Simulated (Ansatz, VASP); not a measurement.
## One calculation of Si, two programs

```xyz
2
Lattice="0.0000 2.7136 2.7136 2.7136 0.0000 2.7136 2.7136 2.7136 0.0000" Properties=species:S:1:pos:R:3 pbc="T T T"
Si    4.0703    4.0703    4.0703
Si    2.7136    2.7136    2.7136
```

Alike in both runs: task single point; functional PBEsol; k mesh 14 × 14 × 14; occupations gaussian, width 0.05 eV; no spin polarisation.

|  | VASP | Ansatz |
| --- | --- | --- |
| version | VASP 6.6.1 | Ansatz 0.2.0 |
| potentials or method | VASP PAW PBE potentials, release 64 (Si) | scalar-relativistic, plane waves, PAW |
| plane-wave cutoff (eV) | 520 | 420 |
| valence electrons in the cell | 8 | 8 |

```tsv
	VASP	Ansatz	Ansatz less VASP
gap on the k mesh at the Fermi level (eV)	0.45	0.46	+0.005
least direct gap on the mesh (eV)	2.52	2.52	+0.003
pressure (GPa)	0.4	0.3	-0.11
```

Caveats: the PAW data sets were made with another functional, which shifts forces and pressure a little (VASP). A k mesh can miss the band edges. A hybrid or GW would open this gap; PBEsol tends to underestimate it.
